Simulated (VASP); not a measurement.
Set up this calculation in VASP 6.6.1, as the native input.

| Quantity | Value |
| --- | --- |
| Task | single point |
| Functional | PBE |
| Potentials or basis | VASP PAW PBE potentials, release 64 (Si, Br) |
| Cutoff | 520 eV |
| k mesh | 9 × 9 × 3 |
| Occupations | fermi-dirac, width 0.05 eV |
| Spin | no spin polarisation |
| Further INCAR settings | ALGO = Normal; EDIFF = 1e-07; NBANDS = 19 |

The structure of SiBr lies in POSCAR:

```
SiBr
1.0
    3.3321000000      0.0000000000      0.0000000000
   -1.6660500000      2.8856800000      0.0000000000
    0.0000000000      0.0000000000     10.3202100000
Si Br
2 2
Direct
    0.3333300000      0.6666700000      0.3433600000
    0.6666700000      0.3333300000      0.8433600000
    0.3333300000      0.6666700000      0.0297800000
    0.6666700000      0.3333300000      0.5297800000
```

The cell was built by a generator and needn't be a form met in nature.

The input as run:

INCAR

```
PREC = Accurate ; ENCUT = 520
EDIFF = 1E-7 ; ISMEAR = -1
SIGMA = 0.05 ; LREAL = F
LASPH = T ; NELM = 80
ALGO = Normal ; ISIF = 2
LWAVE = F ; LCHARG = F
GGA = PE ; NBANDS = 19
```

KPOINTS

```
Automatic mesh
0
Gamma
  9 9 3
```

Potentials or basis: VASP PAW PBE potentials, release 64 (Si, Br).

The run is started by

```sh
$ cat potpaw_PBE.64/Si/POTCAR potpaw_PBE.64/Br/POTCAR > POTCAR
$ mpirun -np 1 vasp_std > vasp.out
```

Results of the run:

The pressure is 0.0 GPa. The band gap on the k mesh is none (metal or under the smearing width).

Caveat: this functional lacks dispersion, which binds the layers, so the pressure and a relaxed spacing across them are unreliable.

Wall time 52 s on 1 thread of Intel(R) Xeon(R) 6975P-C (Granite Rapids), with other jobs on the host, peak memory 0.27 GiB.
